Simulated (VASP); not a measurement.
VASP input:

POSCAR:
```
GaN
1
    0.0000000000     2.2600000000     2.2600000000
    2.2600000000     0.0000000000     2.2600000000
    2.2600000000     2.2600000000     0.0000000000
Ga N
1 1
Direct
  0.0000000000   0.0000000000   0.0000000000
  0.2500000000   0.2500000000   0.2500000000
```

**INCAR**
```
SYSTEM = GaN
PREC = Accurate
ENCUT = 520
EDIFF = 1E-6
NELM = 100
ALGO = Normal
LREAL = .FALSE.
LASPH = .TRUE.
ISMEAR = 2
SIGMA = 0.5
GGA = PE
LMAXMIX = 4
LWAVE = .FALSE.
LCHARG = .FALSE.
ISIF = 2
```

File KPOINTS:
```
Automatic mesh
0
Gamma
8 8 8
0 0 0
```

POTCAR, in this order: Ga_d N (PBE.64 set). Program: vasp_std.

One choice in this input is risky. Which, and does it do harm here?

The risk: Methfessel-Paxton smearing was used on a material with a gap. Here it does no harm: the run (PBE GGA, plane waves, VASP's PBE PAW potentials (set 64)) converges to the same energy and pressure as with the safe setting.
**OSZICAR**
```
       N       E                     dE             d eps       ncg     rms          rms(c)
DAV:   1     0.882974589947E+02    0.88297E+02   -0.98565E+03   810   0.245E+03
DAV:   2    -0.677289048587E+01   -0.95070E+02   -0.89008E+02   854   0.365E+02
DAV:   3    -0.140158100743E+02   -0.72429E+01   -0.71967E+01   879   0.895E+01
DAV:   4    -0.141324845678E+02   -0.11667E+00   -0.11662E+00   907   0.125E+01
DAV:   5    -0.141341403147E+02   -0.16557E-02   -0.16557E-02   849   0.130E+00    0.769E+00
DAV:   6    -0.121448693435E+02    0.19893E+01   -0.60441E+00  1166   0.485E+01    0.267E+00
DAV:   7    -0.121559015601E+02   -0.11032E-01   -0.35117E-01   759   0.807E+00    0.177E+00
DAV:   8    -0.121521557467E+02    0.37458E-02   -0.70926E-02   847   0.440E+00    0.809E-01
DAV:   9    -0.121468450748E+02    0.53107E-02   -0.22119E-02  1148   0.374E+00    0.193E-01
DAV:  10    -0.121471909455E+02   -0.34587E-03   -0.19482E-03   886   0.733E-01    0.828E-02
DAV:  11    -0.121470980022E+02    0.92943E-04   -0.38494E-04  1131   0.365E-01    0.134E-02
DAV:  12    -0.121471041279E+02   -0.61257E-05   -0.33790E-05   809   0.787E-02    0.938E-03
DAV:  13    -0.121471039010E+02    0.22691E-06   -0.17566E-06   763   0.129E-02
   1 F= -.12147104E+02 E0= -.12147432E+02  d E =0.131196E-02
```

The compound is GaN in the zinc blende structure, a metastable form; wurtzite is the usual one. The cell was not relaxed at this level.
